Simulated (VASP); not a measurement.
Consider the following.

```yaml
crystal:
  lattice:
    - [4.07152, 0.00000, 0.00000]
    - [0.00000, 4.07152, 0.00000]
    - [0.00000, 0.00000, 4.07152]
  atoms:
    - { symbol: Sc, position: [0.00000, 0.00000, 0.00000] }
    - { symbol: Al, position: [0.00000, 0.50000, 0.52456] }
    - { symbol: Al, position: [0.50000, 0.00000, 0.50000] }
    - { symbol: Al, position: [0.50000, 0.50000, 0.00000] }
```

The numbers are results of PBEsol GGA, VASP's PBE PAW potentials (set 64) (plane waves; VASP), not measurements. Run with 480 eV cut-off, 8×8×8 Γ-centred mesh, first-order Methfessel-Paxton smearing of 0.10 eV, potentials Sc_sv Al.

### Question
Estimate the energy per atom (σ→0), largest force, band gap (on the k-mesh) with the smallest direct gap where there is one.

### Answer

- band gap (on the k-mesh): none (metal, semimetal or under 0.01 eV)
- energy per atom (σ→0): -5.182 eV/atom
- largest force: 0.655 eV/Å

The compound is Al3Sc in the L1_2 structure. This cell was strained or had an atom moved on purpose.
